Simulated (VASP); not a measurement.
Given:

```yaml
crystal:
  lattice:
    - [3.17248, 0.00000, 0.00000]
    - [-1.58624, 2.74745, 0.00000]
    - [0.00000, 0.00000, 2.91739]
  atoms:
    - { symbol: B, position: [0.00000, 0.00000, 0.00000] }
    - { symbol: As, position: [0.66667, 0.33333, 0.50000] }
```

Method: r2SCAN meta-GGA, VASP's PBE PAW potentials (set 64) (plane waves; VASP 6.6.1). Run with 520 eV cut-off, 15×15×14 Γ-centred mesh, tetrahedra with Blöchl corrections, potentials B As.

### Question
Give the energies of bands 2 to 7 at the high-symmetry points, in eV from the Fermi level.

### Answer

```json
[
 {"band": "2", "Γ": "-1.16", "M": "-9.86", "K": "-9.44", "A": "-10.70", "L": "-7.33", "H": "-6.37"},
 {"band": "3", "Γ": "-0.12", "M": "-3.00", "K": "-6.88", "A": "3.25", "L": "-6.39", "H": "-6.14"},
 {"band": "4", "Γ": "-0.12", "M": "1.59", "K": "3.27", "A": "3.25", "L": "-4.77", "H": "-4.74"},
 {"band": "5", "Γ": "2.01", "M": "2.05", "K": "4.17", "A": "3.90", "L": "1.41", "H": "-2.81"},
 {"band": "6", "Γ": "4.81", "M": "5.24", "K": "6.17", "A": "3.90", "L": "1.49", "H": "-1.71"},
 {"band": "7", "Γ": "4.81", "M": "6.93", "K": "7.79", "A": "5.79", "L": "5.09", "H": "10.31"}
]
```

It has no gap at this level: it comes out as a metal or semimetal.

The structure was generated: BAs was put into the WC type (P-6m2), which need not be its known phase. It was relaxed first, which changed the volume by +14 %.
